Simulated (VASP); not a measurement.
Consider the following.

```
CELL_PARAMETERS angstrom
      4.55995     0.00000     0.00000
     -2.27997     3.94903     0.00000
      0.00000     0.00000     7.17129
ATOMIC_POSITIONS crystal
  Mg 0.00000 0.00000 0.00000
  Mg 0.33333 0.66667 0.63284
  Mg 0.66667 0.33333 0.36716
  Sb 0.33333 0.66667 0.22411
  Sb 0.66667 0.33333 0.77589
```

Computed with PBEsol GGA, VASP's PBE PAW potentials (set 64) (plane waves; VASP 6.6.1). Numerical set-up: 400 eV cut-off, Gaussian smearing of 0.050 eV, potentials Mg Sb.

Unless said otherwise, spin-orbit coupling is left out, though it shifts the bands of the heavy elements here.

Question: Give the energies of bands 3 to 11 at the high-symmetry points, in eV from the valence-band maximum.

Answer: 
```json
[
 {"band": "3", "Γ": "-5.05", "M": "-4.80", "K": "-4.50", "A": "-3.12", "L": "-5.06", "H": "-4.44"},
 {"band": "4", "Γ": "-1.19", "M": "-3.87", "K": "-3.70", "A": "-3.10", "L": "-4.72", "H": "-4.44"},
 {"band": "5", "Γ": "-1.19", "M": "-3.36", "K": "-3.70", "A": "-0.85", "L": "-1.98", "H": "-4.14"},
 {"band": "6", "Γ": "-0.46", "M": "-2.42", "K": "-2.67", "A": "-0.85", "L": "-1.73", "H": "-3.44"},
 {"band": "7", "Γ": "-0.46", "M": "-2.29", "K": "-2.67", "A": "-0.83", "L": "-1.71", "H": "-1.02"},
 {"band": "8", "Γ": "0.00", "M": "-0.95", "K": "-2.61", "A": "-0.83", "L": "-1.60", "H": "-1.02"},
 {"band": "9", "Γ": "1.07", "M": "0.27", "K": "0.17", "A": "1.65", "L": "0.44", "H": "1.72"},
 {"band": "10", "Γ": "1.11", "M": "1.90", "K": "4.06", "A": "1.81", "L": "1.21", "H": "1.72"},
 {"band": "11", "Γ": "2.96", "M": "2.08", "K": "4.20", "A": "2.61", "L": "1.68", "H": "2.46"}
]
```

The gap is indirect, 0.17 eV, from the valence maximum at Γ to the conduction minimum at K.

The structure comes from a measured Mg3Sb2 entry (P-3m1) of the Crystallography Open Database, whose conditions weren't checked. It was relaxed first.
